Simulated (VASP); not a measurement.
# Sb2TeO2 (I4/mmm) in VASP: notebook

One crystal, Sb2TeO2, is run at these levels: PBE, r2SCAN; tasks: relaxation of cell and atoms, single point.

Program: VASP 6.6.1. These are calculated values, not measurements. Logs are shortened: lines on timing, memory, paths and dates and some standing lists are left out, and cuts for length are marked.

**1. The structure**

The structure is tetragonal, space group I4/mmm (No. 139). Conventional cell: a = 3.902 Å, b = 3.902 Å, c = 12.462 Å, α = 90.00°, β = 90.00°, γ = 90.00°. Sb (site symmetry 4mm) has 4 O at 2.29 Å as nearest neighbours. Te (site symmetry 4/mmm) is surrounded by 8 Sb at 3.36 Å and 8 O at 3.68 Å. O (site symmetry -4m2) has 4 Sb at 2.29 Å as nearest neighbours.

The cell was built by a generator and needn't be a form met in nature.

**2. Relaxation of cell and atoms, PBE**

Contents of INCAR:

```
SYSTEM = Sb2TeO2
ALGO = Normal
EDIFF = 1E-6
EDIFFG = -0.01
ENCUT = 520
GGA = PE
IBRION = 2
ISIF = 3
ISMEAR = 0
KPAR = 4
LASPH = .TRUE.
LCHARG = .FALSE.
LREAL = .FALSE.
LWAVE = .FALSE.
NELM = 120
NSW = 90
PREC = Accurate
SIGMA = 0.1
```

Contents of KPOINTS:

```
k-points
0
G
  10 10 10
  0 0 0
```

Contents of POSCAR:

```
Sb2TeO2
1.0
   -1.9510000000      1.9510000000      6.2310000000
    1.9510000000     -1.9510000000      6.2310000000
    1.9510000000      1.9510000000     -6.2310000000
Sb Te O
2 1 2
Direct
    0.6534264200      0.6534264200      0.0000000000
    0.3465735800      0.3465735800      0.0000000000
    0.0000000000      0.0000000000      0.0000000000
    0.2500000000      0.7500000000      0.5000000000
    0.7500000000      0.2500000000      0.5000000000
```

Potentials or basis: VASP PAW PBE potentials, release 64 (Sb, Te, O).

Launch:

```
cat potpaw_PBE.64/Sb/POTCAR potpaw_PBE.64/Te/POTCAR potpaw_PBE.64/O/POTCAR > POTCAR
mpirun -np 4 vasp_std > vasp.out
```

OUTCAR:

```text
SYSTEM = Sb2TeO2
   EDIFF = 1E-6
   EDIFFG = -0.01
   ENCUT = 520
   GGA = PE
   IBRION = 2
   ISIF = 3
   ISMEAR = 0
   LASPH = .TRUE.
   LREAL = .FALSE.
   NELM = 120
   NSW = 90
   PREC = Accurate

 ion  position               nearest neighbor table
   1  0.653  0.653  0.000-   4 2.29   5 2.29   4 2.29   5 2.29   3 3.36   3 3.36   3 3.36   3 3.36
                             2 3.66   2 3.66   2 3.66   2 3.66
   2  0.347  0.347  0.000-   4 2.29   5 2.29   4 2.29   5 2.29   3 3.36   3 3.36   3 3.36   3 3.36
                             1 3.66   1 3.66   1 3.66   1 3.66
   3  0.000  0.000  0.000-   1 3.36   1 3.36   1 3.36   2 3.36   1 3.36   2 3.36   2 3.36   2 3.36

   4  0.250  0.750  0.500-   2 2.29   1 2.29   2 2.29   1 2.29
   5  0.750  0.250  0.500-   2 2.29   1 2.29   2 2.29   1 2.29

  LATTYP: Found a body centered tetragonal cell.
 ALAT       =     3.9020000000
 C/A-ratio  =     3.1937467965

  Lattice vectors:

 A1 = (  -1.9510000000,   1.9510000000,   6.2310000000)
 A2 = (   1.9510000000,  -1.9510000000,   6.2310000000)
 A3 = (   1.9510000000,   1.9510000000,  -6.2310000000)

Analysis of symmetry for initial positions (statically):
=====================================================================
 Subroutine PRICEL returns:
 Original cell was already a primitive cell.

 Routine SETGRP: Setting up the symmetry group for a
 body centered tetragonal supercell.

 Subroutine GETGRP returns: Found 16 space group operations
 (whereof 16 operations were pure point group operations)
 out of a pool of 16 trial point group operations.

The static configuration has the point symmetry D_4h.

Analysis of symmetry for dynamics (positions and initial velocities):
=====================================================================
 Subroutine PRICEL returns:
 Original cell was already a primitive cell.

 Routine SETGRP: Setting up the symmetry group for a
 body centered tetragonal supercell.

 Subroutine GETGRP returns: Found 16 space group operations
 (whereof 16 operations were pure point group operations)
 out of a pool of 16 trial point group operations.

The dynamic configuration has the point symmetry D_4h.

 Subroutine INISYM returns: Found 16 space group operations
 (whereof 16 operations are pure point group operations),
 and found     1 'primitive' translations

----------------------------------------------------------------------------------------

                                     Primitive cell

  volume of cell :      94.8707

  direct lattice vectors                    reciprocal lattice vectors
    -1.951000000  1.951000000  6.231000000     0.000000000  0.256278831  0.080243942
     1.951000000 -1.951000000  6.231000000     0.256278831  0.000000000  0.080243942
     1.951000000  1.951000000 -6.231000000     0.256278831  0.256278831  0.000000000

  length of vectors
     6.814555231  6.814555231  6.814555231     0.268547816  0.268547816  0.362432999

  position of ions in fractional coordinates (direct lattice)
     0.653426420  0.653426420  0.000000000
     0.346573580  0.346573580  0.000000000
     0.000000000  0.000000000  0.000000000
     0.250000000  0.750000000  0.500000000
     0.750000000  0.250000000  0.500000000

  ion indices of the primitive-cell ions
   primitive index   ion index
                 1           1
                 2           2
                 3           3
                 4           4
                 5           5

----------------------------------------------------------------------------------------

 KPOINTS: k-points

Automatic generation of k-mesh.
 Grid dimensions read from file:
 generate k-points for:   10   10   10

 Generating k-lattice:

  Cartesian coordinates                     Fractional coordinates (reciprocal lattice)
     0.000000000  0.025627883  0.008024394     0.100000000  0.000000000  0.000000000
     0.025627883  0.000000000  0.008024394     0.000000000  0.100000000  0.000000000
     0.025627883  0.025627883  0.000000000     0.000000000  0.000000000  0.100000000

  Length of vectors
     0.026854782  0.026854782  0.036243300

  Shift w.r.t. Gamma in fractional coordinates (k-lattice)
     0.000000000  0.000000000  0.000000000

 Subroutine IBZKPT returns following result:
 ===========================================

 Found    102 irreducible k-points:

 Following reciprocal coordinates:
            Coordinates               Weight
  0.000000  0.000000  0.000000      1.000000
  0.100000 -0.000000  0.000000      8.000000
  0.200000 -0.000000  0.000000      8.000000
  0.300000  0.000000  0.000000      8.000000
  0.400000 -0.000000  0.000000      8.000000
  0.500000 -0.000000  0.000000      4.000000
[... 16 lines left out ...]
  0.300000  0.300000  0.000000      8.000000
  0.400000  0.300000  0.000000     16.000000
 [... further k-points ...]
   k-points           NKPTS =    102   k-points in BZ     NKDIM =    102   number of bands    NBANDS=     18
   number of dos      NEDOS =    301   number of ions     NIONS =      5
   total plane-waves  NPLWV = 157464
   dimension x,y,z NGX =    54 NGY =   54 NGZ =   54
   dimension x,y,z NGXF=   108 NGYF=  108 NGZF=  108
   ions per type =               2   1   2
   NGX,Y,Z   is equivalent  to a cutoff of  13.17, 13.17, 13.17 a.u.
   NGXF,Y,Z  is equivalent  to a cutoff of  26.35, 26.35, 26.35 a.u.
 SYSTEM =  Sb2TeO2
   PREC   = accura    normal or accurate (medium, high low for compatibility)
   ISTART =      0    job   : 0-new  1-cont  2-samecut
   ICHARG =      2    charge: 1-file 2-atom 10-const
   ISPIN  =      1    spin polarized calculation?
   LNONCOLLINEAR =      F non collinear calculations
   LSORBIT =      F    spin-orbit coupling
   LASPH  =      T    aspherical Exc in radial PAW
   ENCUT  =  520.0 eV  38.22 Ry    6.18 a.u.  12.67 12.67 12.67*2*pi/ulx,y,z
   NELM   =    120;   NELMIN=  2; NELMDL= -5     # of ELM steps
   EDIFF  = 0.1E-05   stopping-criterion for ELM
   LREAL  =      F    real-space projection
   EDIFFG = -.1E-01   stopping-criterion for IOM
   NSW    =     90    number of steps for IOM
   IBRION =      2    ionic relax: 0-MD 1-quasi-New 2-CG
   NFREE  =      1    steps in history (QN), initial steepest desc. (CG)
   ISIF   =      3    stress and relaxation
   ISYM   =      2    0-nonsym 1-usesym 2-fastsym
   POTIM  = 0.5000    time-step for ionic-motion
   TEBEG  =    0.0;   TEEND  =   0.0 temperature during run
   PSTRESS=    0.0 pullay stress
   NELECT =      28.0000    total number of electrons
   NUPDOWN=      -1.0000    fix difference up-down
   EMIN   =  10.00;   EMAX   =-10.00  energy-range for DOS
   EFERMI =   0.00;   METHOD = LEGACY
   ISMEAR =     0;   SIGMA  =   0.10  broadening in eV -4-tet -1-fermi 0-gaus
   EFERMI_NEDOS =   21; number of points for ismear=-14 and -15
   IALGO  =     38    algorithm
   IMIX   =      4    mixing-type and parameters
     AMIX     =   0.40;   BMIX     =  1.00
     AMIX_MAG =   1.60;   BMIX_MAG =  1.00
  volume/ion in A,a.u.               =      18.97       128.04
  Fermi-wavevector in a.u.,A,eV,Ry     =   1.089976  2.059755 16.164356  1.188047
  Thomas-Fermi vector in A             =   2.226190
   LORBIT       =      0    0 simple, 1 ext, 2 COOP (PROOUT), +10 PAW based schemes
   GGA     = PE    functional components
   LHFCALC =     F    Hartree Fock is set to
   AEXX    =    0.0000 exact exchange contribution
   IVDW    =     0    specifies the selected vdW correction
   LEPSILON=     F    determine dielectric tensor
   LRPA    =     F    only Hartree local field effects (RPA)
 conjugate gradient relaxation of ions
 non-spin polarized calculation
 Gauss-broadening in eV      SIGMA  =   0.10
  energy-cutoff  :      520.00
  volume of cell :       94.87
 maximum number of plane-waves:      2578
 NGX is ok and might be reduce to    54
   NGX = 25   NGY = 25   NGZ = 25

--------------------------------------- Ionic step        1  -------------------------------------------

 number of electron      27.9999999 magnetization

 Free energy of the ion-electron system (eV)
  ---------------------------------------------------
  ext. energy  EPLUGINS =         0.00000000
  ---------------------------------------------------
  free energy    TOTEN  =       -25.24423507 eV

  energy without entropy =      -25.24218285  energy(sigma->0) =      -25.24320896

------------------------ aborting loop because EDIFF is reached ----------------------------------------

  FORCE on cell =-STRESS in cart. coord.  units (eV):
  Direction    XX          YY          ZZ          XY          YZ          ZX
  --------------------------------------------------------------------------------------
  -------------------------------------------------------------------------------------
  Total       -0.0487742     -0.0487742      0.2394010      0.0000000      0.0000000      0.0000000
  in kB       -0.8236985     -0.8236985      4.0430049      0.0000000      0.0000000      0.0000000
  external PRESSURE =       0.7985360 kB  Pullay stress =       0.0000000 kB
[... 63 lines left out ...]
  energy  without entropy=      -25.2427062096  energy(sigma->0) =      -25.24378705

--------------------------------------- Ionic step        3  -------------------------------------------

 number of electron      28.0000001 magnetization

 Free energy of the ion-electron system (eV)
  ---------------------------------------------------
  ext. energy  EPLUGINS =         0.00000000
  ---------------------------------------------------
  free energy    TOTEN  =       -25.24535432 eV

  energy without entropy =      -25.24294547  energy(sigma->0) =      -25.24414990

 E-fermi :   8.0482     XC(G=0): -10.3760

 val. band max:        8.0139264293   @ k =  -0.2000  -0.2000   0.2000
 cond. band min:       8.0787649769   @ k =  -0.2000   0.3000   0.2000
 fundamental gap:      0.0648385477
 Fermi energy:         8.0482385246

 k-point     1 :       0.0000    0.0000    0.0000
  band No.  band energies     occupation
      1     -12.4534      2.00000
      2     -10.4441      2.00000
      3      -3.8253      2.00000
      4      -2.5067      2.00000
      5       1.1593      2.00000
      6       1.1593      2.00000
[... 10 lines left out ...]
     17      11.4647      0.00000
     18      11.4647      0.00000
[... 466 lines left out ...]
      2     -11.1031      2.00000
      3      -2.7301      2.00000
      4      -2.3283      2.00000
      5      -1.9444      2.00000
      6       1.3052      2.00000
[... 10 lines left out ...]
     17      10.4832      0.00000
     18      11.7372      0.00000

 [... further k-points ...]
[... 5 lines left out ...]
  --------------------------------------------------------------------------------------
  -------------------------------------------------------------------------------------
  Total       -0.0111463     -0.0111463     -0.0164717      0.0000000      0.0000000     -0.0000000
  in kB       -0.1874509     -0.1874509     -0.2770091      0.0000000      0.0000000     -0.0000000
  external PRESSURE =      -0.2173036 kB  Pullay stress =       0.0000000 kB
[... 20 lines left out ...]
  FREE ENERGIE OF THE ION-ELECTRON SYSTEM (eV)
  ---------------------------------------------------
  free  energy   TOTEN  =       -25.2453543234 eV

  energy  without entropy=      -25.2429454688  energy(sigma->0) =      -25.24414990

 reached required accuracy - stopping structural energy minimisation
```

Run time: 2.9 min. Hardware: 4 MPI ranks of Intel Xeon 6975P-C (Granite Rapids), shared host; peak memory 0.54 GiB.

What came out:

```
Free energy                            : -25.2454 eV
Relaxed volume                         : 19.05 Å³/atom
Relaxed cell                           : a = 6.854 Å, b = 6.854 Å, c = 6.854 Å, α = 146.97°, β = 146.97°, γ = 47.41°
Space group after relaxing (to 0.05 Å) : I4/mmm (No. 139)
Energy gained by relaxing              : 0.2 meV/atom
Ionic steps                            : 3
Pressure after relaxing                : 0.0 GPa
Band gap on the k mesh                 : none (metal or under the smearing width)
```

Forces on the atoms (eV/Å):
```
Sb   0.000  0.000 -0.002
Sb   0.000  0.000  0.002
Te   0.000  0.000  0.000
O    0.000  0.000  0.000
O    0.000  0.000  0.000
```

Step by step:
| step | energy change (eV) | largest force (eV/Å) | pressure (GPa) | volume (Å³) |
| --- | --- | --- | --- | --- |
| 1 | 0.0000 | 0.0406 | 0.08 | 94.87 |
| 2 | -0.0006 | 0.0263 | 0.06 | 95.00 |
| 3 | -0.0011 | 0.0023 | -0.02 | 95.27 |

Final structure:
```
CELL_PARAMETERS angstrom
-1.94817 1.94817 6.27542
1.94817 -1.94817 6.27542
1.94817 1.94817 -6.27542
ATOMIC_POSITIONS crystal
Sb 0.65391 0.65391 0.00000
Sb 0.34609 0.34609 0.00000
Te 0.00000 0.00000 0.00000
O 0.25000 0.75000 0.50000
O 0.75000 0.25000 0.50000
```

[end of part 1 of 2]
